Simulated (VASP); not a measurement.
Level of theory: PW91 GGA, VASP's PBE PAW potentials (set 64) (plane waves; VASP).

VASP input:

### KPOINTS
```
Automatic mesh
0
Gamma
13 13 7
0 0 0
```

### POSCAR
```
Mg
1
    1.6226145150    -2.8104512409     0.0000000000
    1.6226145150     2.8104512409     0.0000000000
    0.0000000000     0.0000000000     5.1574785215
Mg
2
Direct
  0.3333330000   0.6666670000   0.2500000000
  0.6666670000   0.3333330000   0.7500000000
```

**INCAR**
```
! general
SYSTEM = Mg
PREC   = Accurate
ENCUT  = 520
LREAL  = F
LASPH  = T

! electronic loop
EDIFF  = 1E-7
NELM   = 100
ALGO   = Normal

! smearing
ISMEAR = 1
SIGMA  = 0.1

! functional
GGA    = 91

! ions
IBRION = 2
NSW    = 30
ISIF   = 4
EDIFFG = -0.01

! output
LWAVE  = F
LCHARG = F
```

POTCAR, in this order: Mg (PBE.64 set). Program: vasp_std.

Output of the run:

File OSZICAR:
```
       N       E                     dE             d eps       ncg     rms          rms(c)
DAV:   1    -0.146718777630E+00   -0.14672E+00   -0.12812E+03  1008   0.470E+02
DAV:   2    -0.291892203749E+01   -0.27722E+01   -0.26253E+01  1410   0.277E+01
DAV:   3    -0.294502681535E+01   -0.26105E-01   -0.25660E-01  1446   0.326E+00
DAV:   4    -0.294509407413E+01   -0.67259E-04   -0.67164E-04  1410   0.139E-01
DAV:   5    -0.294509437026E+01   -0.29613E-06   -0.29602E-06  1422   0.861E-03    0.926E-01
DAV:   6    -0.294269161029E+01    0.24028E-02   -0.10616E-03  1302   0.349E-01    0.597E-01
DAV:   7    -0.294102684645E+01    0.16648E-02   -0.40498E-03  1098   0.718E-01    0.341E-02
DAV:   8    -0.294103119420E+01   -0.43478E-05   -0.15334E-05  1632   0.357E-02    0.131E-02
DAV:   9    -0.294103683548E+01   -0.56413E-05   -0.27419E-06  1176   0.163E-02    0.800E-04
DAV:  10    -0.294103681215E+01    0.23329E-07   -0.32681E-08  1092   0.177E-03
   1 F= -.29410368E+01 E0= -.29402797E+01  d E =-.294104E+01
       N       E                     dE             d eps       ncg     rms          rms(c)
DAV:   1    -0.294156204244E+01   -0.52521E-03   -0.14405E-03  1386   0.205E-01    0.132E-02
DAV:   2    -0.294156210248E+01   -0.60042E-07   -0.76107E-06  1200   0.214E-02    0.852E-03
DAV:   3    -0.294156156481E+01    0.53767E-06   -0.12523E-06  1314   0.856E-03    0.232E-04
DAV:   4    -0.294156157828E+01   -0.13470E-07   -0.69983E-09   846   0.758E-04
   2 F= -.29415616E+01 E0= -.29407784E+01  d E =-.524766E-03
       N       E                     dE             d eps       ncg     rms          rms(c)
DAV:   1    -0.294186877723E+01   -0.30721E-03   -0.33690E-03  1398   0.311E-01    0.199E-02
DAV:   2    -0.294186904686E+01   -0.26963E-06   -0.17892E-05  1182   0.328E-02    0.128E-02
DAV:   3    -0.294186797239E+01    0.10745E-05   -0.28661E-06  1230   0.130E-02    0.347E-04
DAV:   4    -0.294186799309E+01   -0.20702E-07   -0.16512E-08   978   0.116E-03
   3 F= -.29418680E+01 E0= -.29411301E+01  d E =-.831181E-03
```

File OUTCAR:
```
------------------------ aborting loop because EDIFF is reached ----------------------------------------
  FORCE on cell =-STRESS in cart. coord.  units (eV):
  Direction    XX          YY          ZZ          XY          YZ          ZX
  --------------------------------------------------------------------------------------
  Total       -0.2741214     -0.2741215     -0.2630166      0.0000000      0.0000000      0.0000000
  in kB       -9.3367266     -9.3367295     -8.9584926      0.0000000      0.0000000      0.0000000
  external PRESSURE =      -9.2106496 kB  Pullay stress =       0.0000000 kB
  volume of cell :       47.04
      direct lattice vectors                 reciprocal lattice vectors
     1.615977633 -2.798955804  0.000000000     0.309410223 -0.178638048  0.000000000
     1.615977633  2.798955804 -0.000000000     0.309410223  0.178638048  0.000000000
     0.000000000  0.000000000  5.199929475     0.000000000  0.000000000  0.192310301
 POSITION                                       TOTAL-FORCE (eV/Angst)
 -----------------------------------------------------------------------------------
      1.61598      0.93299      1.29998         0.000000      0.000000      0.000000
      1.61598     -0.93299      3.89995        -0.000000     -0.000000     -0.000000
 -----------------------------------------------------------------------------------
    total drift:                               -0.000001     -0.000006      0.000001
  FREE ENERGIE OF THE ION-ELECTRON SYSTEM (eV)
  ---------------------------------------------------
  free  energy   TOTEN  =        -2.9418679931 eV

  energy  without entropy=       -2.9396542270  energy(sigma->0) =       -2.94113007

 reached required accuracy - stopping structural energy minimisation
```
(Selected blocks of OUTCAR.)

CONTCAR:
```
Mg
   1.00000000000000
     1.6159776328041981   -2.7989558035822220    0.0000000000000000
     1.6159776328041981    2.7989558035822220   -0.0000000000000000
     0.0000000000000000    0.0000000000000000    5.1999294752726604
  Mg
     2
Direct
     0.3333330000000032    0.6666669999999968    0.2500000000000000
     0.6666669999999968    0.3333330000000032    0.7500000000000000
```

**OUTCAR**
```
 val. band max:        2.5185969281   @ k =   0.2308   0.2308   0.1429

 cond. band min:       2.5337108870   @ k =   0.3077   0.1538   0.1429


 Fermi energy:         2.5335713299

 k-point     1 :       0.0000    0.0000    0.0000
  band No.  band energies     occupation
      1      -4.3292      2.00000
      2       0.9030      2.00000
      3       1.3290      2.00000
      4      13.1921      0.00000
      5      13.2009      0.00000
      6      13.2168      0.00000

 k-point     2 :       0.0769    0.0000    0.0000
  band No.  band energies     occupation
      1      -4.2154      2.00000
      2       1.0072      2.00000
      3       1.4399      2.00000
      4      11.1296      0.00000
      5      12.0500      0.00000
      6      12.8924      0.00000

 k-point     3 :       0.1538    0.0000    0.0000
  band No.  band energies     occupation
      1      -3.8746      2.00000
      2       1.3199      2.00000
      3       1.7690      2.00000
      4       8.8333      0.00000
      5      11.0867      0.00000
      6      11.8257      0.00000

 k-point     4 :       0.2308   -0.0000    0.0000
  band No.  band energies     occupation
      1      -3.3094      2.00000
      2       1.8415      2.00000
      3       2.3020      2.00507
      4       6.6801      0.00000
      5      10.3174      0.00000
      6      10.6922      0.00000

 k-point     5 :       0.3077    0.0000    0.0000
  band No.  band energies     occupation
      1      -2.5235      2.00000
      2       2.5722      0.39677
      3       2.9606     -0.00000
      4       4.7835      0.00000
      5       9.4103      0.00000
      6       9.4230      0.00000

 k-point     6 :       0.3846   -0.0000    0.0000
  band No.  band energies     occupation
      1      -1.5226      2.00000
      2       2.5882      0.21134
      3       3.5112     -0.00000
      4       4.3006     -0.00000
      5       7.6306      0.00000
      6       8.0212      0.00000
...
```

The compound is Mg in the hcp structure. This cell is one point of a volume scan, at 1.03 of the reference volume. Symmetry was kept, so distortions that lower it aren't found.
